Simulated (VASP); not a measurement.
Output of a VASP run:

### OUTCAR
```
 ion  position               nearest neighbor table
   1  0.333  0.667  0.250-   2 3.22   2 3.22   2 3.22   2 3.22   2 3.22   2 3.22
   2  0.667  0.333  0.750-   1 3.22   1 3.22   1 3.22   1 3.22   1 3.22   1 3.22
  LATTYP: Found a hexagonal cell.
 ALAT       =     2.9554470659
 C/A-ratio  =     1.8506760307
 Subroutine PRICEL returns:
 Original cell was already a primitive cell.
 Subroutine GETGRP returns: Found 24 space group operations
The static configuration has the point symmetry D_3d.
 The point group associated with its full space group is D_6h.
The dynamic configuration has the point symmetry D_3d.
 Subroutine INISYM returns: Found 24 space group operations
 Subroutine IBZKPT returns following result:
 Found    150 irreducible k-points:

 Following reciprocal coordinates:
            Coordinates               Weight
  0.000000  0.000000  0.000000      1.000000
  0.062500 -0.000000  0.000000      6.000000
  0.125000 -0.000000  0.000000      6.000000
  0.187500  0.000000  0.000000      6.000000
  0.250000 -0.000000  0.000000      6.000000
  0.312500 -0.000000  0.000000      6.000000
  0.375000  0.000000  0.000000      6.000000
  0.437500 -0.000000  0.000000      6.000000
  0.500000 -0.000000  0.000000      3.000000
  0.062500  0.062500  0.000000      6.000000
  0.125000  0.062500  0.000000     12.000000
  0.187500  0.062500  0.000000     12.000000
  0.250000  0.062500  0.000000     12.000000
  0.312500  0.062500  0.000000     12.000000
  0.375000  0.062500  0.000000     12.000000
  0.437500  0.062500  0.000000     12.000000
  0.125000  0.125000  0.000000      6.000000
  0.187500  0.125000  0.000000     12.000000
  0.250000  0.125000  0.000000     12.000000
  0.312500  0.125000  0.000000     12.000000
  0.375000  0.125000  0.000000     12.000000
  0.437500  0.125000  0.000000      6.000000
  0.187500  0.187500  0.000000      6.000000
  0.250000  0.187500  0.000000     12.000000
  0.312500  0.187500  0.000000     12.000000
  0.375000  0.187500  0.000000     12.000000
  0.250000  0.250000  0.000000      6.000000
  0.312500  0.250000  0.000000     12.000000
  0.375000  0.250000  0.000000      6.000000
  0.312500  0.312500  0.000000      6.000000
  0.000000  0.000000  0.125000      2.000000
  0.062500 -0.000000  0.125000     12.000000
  0.125000 -0.000000  0.125000     12.000000
  0.187500  0.000000  0.125000     12.000000
  0.250000 -0.000000  0.125000     12.000000
  0.312500 -0.000000  0.125000     12.000000
  0.375000  0.000000  0.125000     12.000000
  0.437500 -0.000000  0.125000     12.000000
  0.500000 -0.000000  0.125000      6.000000
  0.062500  0.062500  0.125000     12.000000
   k-points           NKPTS =    150   k-points in BZ     NKDIM =    150   number of bands    NBANDS=     16
   number of dos      NEDOS =    601   number of ions     NIONS =      2
   total plane-waves  NPLWV =  14400
   dimension x,y,z NGX =    20 NGY =   20 NGZ =   36
   dimension x,y,z NGXF=    40 NGYF=   40 NGZF=   72
   ions per type =               2
   PREC   = accura    normal or accurate (medium, high low for compatibility)
   ISTART =      0    job   : 0-new  1-cont  2-samecut
   ICHARG =      2    charge: 1-file 2-atom 10-const
   ISPIN  =      1    spin polarized calculation?
   LNONCOLLINEAR =      F non collinear calculations
   LSORBIT =      F    spin-orbit coupling
   INIWAV =      1    electr: 0-lowe 1-rand  2-diag
   ENCUT  =  400.0 eV  29.40 Ry    5.42 a.u.   4.82  4.82  8.92*2*pi/ulx,y,z
   NELM   =    100;   NELMIN=  2; NELMDL= -5     # of ELM steps
   EDIFF  = 0.1E-06   stopping-criterion for ELM
   LREAL  =      F    real-space projection
   NLSPLINE    = F    spline interpolate recip. space projectors
   LMAXMIX     =    4 max onsite mixed and CHGCAR
   VOSKOWN=      0    Vosko Wilk Nusair interpolation
   EDIFFG = 0.1E-05   stopping-criterion for IOM
   NSW    =      0    number of steps for IOM
...
```

**OSZICAR**
```
       N       E                     dE             d eps       ncg     rms          rms(c)
DAV:   1     0.141965746750E+03    0.14197E+03   -0.11713E+04  4800   0.124E+03
DAV:   2     0.155692407605E+00   -0.14181E+03   -0.13970E+03  4992   0.344E+02
DAV:   3    -0.258720912746E+01   -0.27429E+01   -0.27396E+01  6008   0.574E+01
DAV:   4    -0.259004217085E+01   -0.28330E-02   -0.28335E-02  5600   0.158E+00
DAV:   5    -0.259004963519E+01   -0.74643E-05   -0.74700E-05  5920   0.773E-02    0.498E+00
DAV:   6    -0.241486263224E+01    0.17519E+00   -0.48005E-01  5088   0.931E+00    0.390E+00
DAV:   7    -0.240121221201E+01    0.13650E-01   -0.39533E-02  5504   0.205E+00    0.201E+00
DAV:   8    -0.239921893086E+01    0.19933E-02   -0.35339E-03  5152   0.874E-01    0.106E-01
DAV:   9    -0.239922940824E+01   -0.10477E-04   -0.27113E-05  6184   0.643E-02    0.455E-02
DAV:  10    -0.239924482923E+01   -0.15421E-04   -0.14025E-05  5208   0.460E-02    0.349E-03
DAV:  11    -0.239924534317E+01   -0.51394E-06   -0.11295E-07  4864   0.349E-03    0.152E-03
DAV:  12    -0.239924559277E+01   -0.24959E-06   -0.77731E-09  2952   0.920E-04    0.101E-03
DAV:  13    -0.239924566525E+01   -0.72482E-07   -0.14592E-09  2856   0.465E-04
   1 F= -.23992457E+01 E0= -.23992457E+01  d E =0.000000E+00
```

File OUTCAR:
```
------------------------ aborting loop because EDIFF is reached ----------------------------------------
  FORCE on cell =-STRESS in cart. coord.  units (eV):
  Direction    XX          YY          ZZ          XY          YZ          ZX
  --------------------------------------------------------------------------------------
  Total        0.0966224      0.0966224     -0.0713309      0.0000000     -0.0000000      0.0000000
  in kB        3.7416023      3.7416031     -2.7622175      0.0000000     -0.0000000      0.0000000
  external PRESSURE =       1.5736626 kB  Pullay stress =       0.0000000 kB
  volume of cell :       41.37
      direct lattice vectors                 reciprocal lattice vectors
     1.477723408 -2.559492311  0.000000000     0.338358313 -0.195351241  0.000000000
     1.477723408  2.559492311  0.000000000     0.338358313  0.195351241  0.000000000
     0.000000000  0.000000000  5.469575045     0.000000000  0.000000000  0.182829560
 POSITION                                       TOTAL-FORCE (eV/Angst)
 -----------------------------------------------------------------------------------
      1.47772      0.85317      1.36739        -0.000000     -0.000000      0.000000
      1.47772     -0.85317      4.10218         0.000000      0.000000      0.000000
 -----------------------------------------------------------------------------------
    total drift:                                0.000014      0.000186      0.000002
  FREE ENERGIE OF THE ION-ELECTRON SYSTEM (eV)
  ---------------------------------------------------
  free  energy   TOTEN  =        -2.3992456652 eV

  energy  without entropy=       -2.3992456652  energy(sigma->0) =       -2.39924567

 total charge

# of ion       s       p       d       tot
------------------------------------------
    1        0.525   0.333   9.475  10.333
    2        0.525   0.333   9.475  10.333
--------------------------------------------------
tot          1.050   0.665  18.950  20.665
```
(Selected blocks of OUTCAR.)

POSCAR:
```
Cd
1
    1.4777234077    -2.5594923109     0.0000000000
    1.4777234077     2.5594923109     0.0000000000
    0.0000000000     0.0000000000     5.4695750447
Cd
2
Direct
  0.3333330000   0.6666670000   0.2500000000
  0.6666670000   0.3333330000   0.7500000000
```

Problem. Reconstruct the remaining input files.

Solution. This is not unique; one that fits is the input of the run itself, PBEsol GGA, plane waves, VASP's PBE PAW potentials (set 64).

**KPOINTS**
```
Automatic mesh
0
Gamma
16 16 8
0 0 0
```

**INCAR**
```
# general
SYSTEM   =  Cd
PREC     =  Accurate
ENCUT    =  400   # plane-wave cut-off (eV)
LREAL    =  F
LASPH    =  T

# electronic loop
EDIFF    =  1E-7   # SCF stop (eV)
NELM     =  100   # most electronic steps
ALGO     =  Normal   # blocked Davidson
LMAXMIX  =  4   # l cut-off of mixed one-centre charges

# smearing
ISMEAR   =  -5   # tetrahedra, Bloechl

# functional
GGA      =  PS

# ions
ISIF     =  2   # forces and stress, cell fixed

# output
LWAVE    =  F
LCHARG   =  T
LORBIT   =  11   # lm-projected
NEDOS    =  601   # DOS grid
```

POTCAR, in this order: Cd (PBE.64 set). Program: vasp_std.

For a metal the tetrahedron method with Blöchl corrections gives inexact stress and forces.

The compound is Cd in the hcp structure. It was relaxed first.
